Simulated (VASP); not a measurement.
Runs of VASP 6.6.1 on Co. The cell holds a sheet with vacuum, 1 atom: a = 2.347 Å, b = 2.347 Å, c = 23.800 Å, α = 90.00°, β = 90.00°, γ = 120.00°. The cell was built by a generator and needn't be a form met in nature.

| level | potentials or basis | gap on the mesh (eV) | moment (μB) |
| --- | --- | --- | --- |
| PW91 | VASP PAW PBE potentials, release 64 (Co) | none | 1.70 |
| rev-vdW-DF2 | VASP PAW PBE potentials, release 64 (Co) | none | 1.71 |
| PBEsol | VASP PAW PBE potentials, release 64 (Co) | none | (a) |
| LDA | VASP PAW LDA potentials, release 64 (Co) | none | 1.68 |
| BLYP | VASP PAW PBE potentials, release 64 (Co) | none | 1.71 |

Alike in all rows: task relaxation of the atoms; spin collinear, ferromagnetic start; cell atoms relaxed; k mesh 10 × 10 × 1; cutoff (eV) 520; smearing fermi-dirac 0.05 eV.

Estimate the missing entries.

(a) 1.73.

Caveats: the relaxation stopped at its first step, so nothing moved.

A gap of «none» marks a metal or a gap under the smearing width.
